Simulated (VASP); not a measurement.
A convergence study with VASP on BP (zinc blende): one setting is varied, all else stays as given below, so the limit is that of these other settings. ε∞ is the independent-particle value.

```yaml
crystal:
  lattice:
    - [0.00000, 2.27000, 2.27000]
    - [2.27000, 0.00000, 2.27000]
    - [2.27000, 2.27000, 0.00000]
  atoms:
    - { symbol: B, position: [0.00000, 0.00000, 0.00000] }
    - { symbol: P, position: [0.25000, 0.25000, 0.25000] }
```

All values below come from PBEsol GGA, VASP's PBE PAW potentials (set 64) (plane waves; VASP). The tightest run used: 700 eV cut-off, 8×8×8 Γ-centred mesh, Gaussian smearing of 0.050 eV, potentials B P.

Q: The settings run are NBANDS = 5; NBANDS = 6; NBANDS = 8; NBANDS = 12; NBANDS = 20; NBANDS = 36; NBANDS = 68; NBANDS = 132. From which on does the mean ε∞ stay within 0.3  of the tightest run?

A: From NBANDS = 8 on: it is off by 0.22 there and by no more than 0.3 in any finer run, while NBANDS = 6 is off by 1.41.
```
setting       mean ε∞  bands  difference judged ()
------------  -------  -----  --------------------
NBANDS = 5       6.98      5                  3.12
NBANDS = 6       8.70      6                  1.41
NBANDS = 8       9.88      8                  0.22
NBANDS = 12     10.07     12                  0.03
NBANDS = 20     10.09     20                  0.01
NBANDS = 36     10.10     36                  0.01
NBANDS = 68     10.10     68                  0.01
NBANDS = 132    10.10    132                  0.00
```

Left out are rungs that failed or repeat a setting and relaxations that didn't move; long series are thinned to 24 rows.

The compound is BP in the zinc blende structure. The cell was not relaxed at this level.
